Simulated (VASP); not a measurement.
An input for Quantum ESPRESSO's pw.x (written as the equivalent of a VASP run, and not itself run):

```
&CONTROL
  calculation = 'scf'
  pseudo_dir = './pseudo'
  outdir = './out'
  tprnfor = .true.
  tstress = .true.
/
&SYSTEM
  ibrav = 0
  nat = 2
  ntyp = 2
  ecutwfc = 84
  occupations = 'tetrahedra'
  input_dft = 'pbesol'
/
&ELECTRONS
  conv_thr = 7.3e-09
  electron_maxstep = 100
/
ATOMIC_SPECIES
  Nb 92.906 Nb.upf
  As 74.922 As.upf
CELL_PARAMETERS angstrom
     3.1809534    0.0000000    0.0000000
     0.0000000    3.1809534    0.0000000
     0.0000000    0.0000000    3.1809534
ATOMIC_POSITIONS crystal
  Nb   0.0000000  0.0000000  0.0000000
  As   0.5000000  0.5000000  0.5000000
K_POINTS automatic
  13 13 13 0 0 0
```

### Question
Write the VASP files for the same calculation (PBEsol).

### Answer
One answer among several that fit: 
### INCAR
```
ALGO = Normal
EDIFF = 1E-7
ENCUT = 400
GGA = PS
ISIF = 2
ISMEAR = -5
LASPH = T
LCHARG = T
LMAXMIX = 4
LORBIT = 11
LREAL = F
LWAVE = F
NEDOS = 601
NELM = 100
PREC = Accurate
SYSTEM = NbAs
```

**KPOINTS**
```
Automatic mesh
0
Gamma
13 13 13
0 0 0
```

POSCAR:
```
NbAs
1
    3.1809534488     0.0000000000     0.0000000000
    0.0000000000     3.1809534488     0.0000000000
    0.0000000000     0.0000000000     3.1809534488
Nb As
1 1
Direct
  0.0000000000   0.0000000000   0.0000000000
  0.5000000000   0.5000000000   0.5000000000
```

POTCAR, in this order: Nb_sv As (PBE.64 set). Program: vasp_std.

The two are equivalent in intent, not identical: the potentials are each code's own (VASP's PAW set, PseudoDojo norm-conserving files in pw.x), so ENCUT and ecutwfc are chosen apart and not converted; conv_thr bounds pw.x's estimated SCF error, while EDIFF bounds the energy change between steps.

The structure was generated: NbAs was put into the CsCl type type (Pm-3m), which need not be its known phase. It was relaxed first, which changed the volume by -35 %.
